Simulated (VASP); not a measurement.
Given:

```xyz
8
Lattice="0.0000 2.3351 2.3351 2.3351 0.0000 2.3351 9.4321 9.4321 -0.0916" Properties=species:S:1:pos:R:3 pbc="T T T"
In     9.3441     9.3441    -0.0037
In     4.7619     4.7619     4.5785
N      1.1968     1.1968     1.1383
N      3.7069     3.7069     0.9633
N      5.8943     5.8943     1.1110
N      8.0860     8.0860     1.2545
Al     7.1158     7.1158     4.5598
Al     6.9859     6.9859     0.0195
```

These are PBEsol GGA, VASP's PBE PAW potentials (set 64) (plane waves; VASP) values and carry that method's errors. Numerical set-up: 520 eV cut-off, 9×9×3 Γ-centred mesh, tetrahedra with Blöchl corrections, potentials In_d N Al.

Unless said otherwise, spin-orbit coupling is left out, though it shifts the bands of the heavy elements here.

Question: Estimate the energy per atom (σ→0), band gap (on the k-mesh) with the smallest direct gap where there is one.

Answer: 
| Property | Result |
|---|---|
| band gap (on the k-mesh) | 0.53 eV |
| smallest direct gap (on the k-mesh) | 0.53 eV |
| energy per atom (σ→0) | -6677 meV/atom |

The absolute energy has meaning only against runs of the same code, potentials and settings.

The structure was generated: Al2In2N4 was put into an ordered model structure (R3m), which need not be its known phase. It was relaxed first.
